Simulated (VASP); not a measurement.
Data:

```xyz
4
Lattice="3.3576 0.0000 0.0000 -1.6788 2.9077 0.0000 0.0000 0.0000 6.1143" Properties=species:S:1:pos:R:3 pbc="T T T"
Zr     0.0000     0.0000     0.0000
Zr     0.0000     0.0000     3.0571
B      0.0000     1.9385     1.5286
B      1.6788     0.9692     4.5857
```

All values below come from PBEsol GGA, VASP's PBE PAW potentials (set 64) (plane waves; VASP 6.6.1). Settings: 520 eV cut-off, 12×12×6 Γ-centred mesh, tetrahedra with Blöchl corrections, potentials Zr_sv B.

The cores are frozen, which limits the accuracy of field gradients.

### Question
Give the principal components of the electric field gradient (V/Å²) and the asymmetry η at each nucleus.

### Answer

| atom | Vxx | Vyy | Vzz | η |
|---|---|---|---|---|
| Zr1 | -3.7 | -3.7 | 7.3 | 0.00 |
| Zr2 | -3.7 | -3.7 | 7.3 | 0.00 |
| B3 | 5.3 | 5.3 | -10.5 | 0.00 |
| B4 | 5.3 | 5.3 | -10.5 | 0.00 |

The structure was generated: ZrB was put into the NiAs type type (P6_3/mmc), which need not be its known phase. It was relaxed first, which changed the volume by -29 %.
